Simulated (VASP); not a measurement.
Crystal: WF.

```
CELL_PARAMETERS angstrom
1.36589 0.78860 5.06960
-1.36589 0.78860 5.06960
0.00000 -1.57719 5.06960
ATOMIC_POSITIONS crystal
W 0.81412 0.81412 0.81412
F 0.93712 0.93712 0.93712
```

The cell was built by a generator and needn't be a form met in nature.

| Property | Result |
| --- | --- |
| Program | VASP 6.6.1 |
| Task | relaxation of cell and atoms |
| Functional | LDA |
| Potentials or basis | VASP PAW LDA potentials, release 64 (W_sv, F) |
| Cutoff | 600 eV |
| k mesh | 8 × 8 × 8 |
| Occupations | fermi-dirac, width 0.05 eV |
| Spin | no spin polarisation |

At the start: pressure -8.1 GPa; volume 16.38 Å³/atom.

Q: Where does the relaxation end?

A: Over 35 steps the energy falls by 49.3 meV/atom and the volume is 13.72 Å³/atom (-16.2 %); space group R3m (No. 160, to 0.05 Å).

Step by step:
| step | energy change (eV) | largest force (eV/Å) | pressure (GPa) | volume (Å³) |
| --- | --- | --- | --- | --- |
| 1 | 0.0000 | 0.2697 | -8.14 | 32.76 |
| 2 | 0.1148 | 2.8398 | 19.60 | 28.97 |
| 3 | -0.0390 | 0.6440 | -0.47 | 31.42 |
| 4 | -0.0056 | 0.9483 | 0.09 | 30.45 |
| 5 | -0.0464 | 0.1153 | -0.60 | 31.13 |
| 6 | -0.0517 | 0.1743 | -0.04 | 30.82 |
| 7 | -0.0640 | 0.3911 | 1.97 | 29.87 |
| 8 | -0.0626 | 1.0171 | 7.70 | 28.02 |
| 9 | -0.0675 | 0.7581 | 5.20 | 28.81 |
| 10 | -0.0682 | 0.7429 | 5.09 | 28.79 |
| 11 | -0.0702 | 0.7010 | 4.98 | 28.71 |
| 12 | -0.0739 | 0.6228 | 4.78 | 28.55 |
| 13 | -0.0799 | 0.4917 | 4.52 | 28.22 |
| 14 | -0.0876 | 0.3264 | 4.25 | 27.58 |
| 15 | -0.0871 | 0.2655 | 5.26 | 26.30 |
| 16 | -0.0899 | 0.2855 | 4.80 | 26.83 |
| 17 | -0.0940 | 0.1629 | 3.31 | 27.04 |
| 18 | -0.0977 | 0.0866 | 0.38 | 27.47 |
| 19 | -0.0977 | 0.0987 | 0.21 | 27.50 |
| 20 | -0.0982 | 0.0434 | 0.16 | 27.53 |
| 21 | -0.0984 | 0.0271 | 0.10 | 27.57 |
| 22 | -0.0984 | 0.0246 | 0.08 | 27.57 |
| 23 | -0.0985 | 0.0177 | 0.04 | 27.58 |
| 24 | -0.0985 | 0.0029 | -0.18 | 27.59 |
| 25 | -0.0985 | 0.0016 | -0.19 | 27.59 |
| 26 | -0.0985 | 0.0024 | -0.21 | 27.59 |
| 27 | -0.0985 | 0.0103 | -0.31 | 27.58 |
| 28 | -0.0985 | 0.0140 | -0.30 | 27.57 |
| 29 | -0.0986 | 0.0239 | -0.16 | 27.54 |
| 30 | -0.0986 | 0.0446 | 0.08 | 27.49 |
| 31 | -0.0986 | 0.0319 | 0.00 | 27.47 |
| 32 | -0.0987 | 0.0064 | 0.02 | 27.43 |
| 33 | -0.0987 | 0.0015 | 0.07 | 27.44 |
| 34 | -0.0986 | 0.0147 | 0.14 | 27.46 |
| 35 | -0.0987 | 0.0069 | 0.00 | 27.45 |

Final structure:
```yaml
crystal:
  lattice:
    - [1.33591, 0.77129, 4.43981]
    - [-1.33591, 0.77129, 4.43981]
    - [0.00000, -1.54257, 4.43981]
  atoms:
    - { symbol: W, position: [0.80437, 0.80437, 0.80437] }
    - { symbol: F, position: [0.94687, 0.94687, 0.94687] }
```

Caveat: the volume moved by over 15 % at a fixed basis, so the end points are rough; an odd number of electrons without spin polarisation forces a metal; a magnetic or distorted state may lie lower.
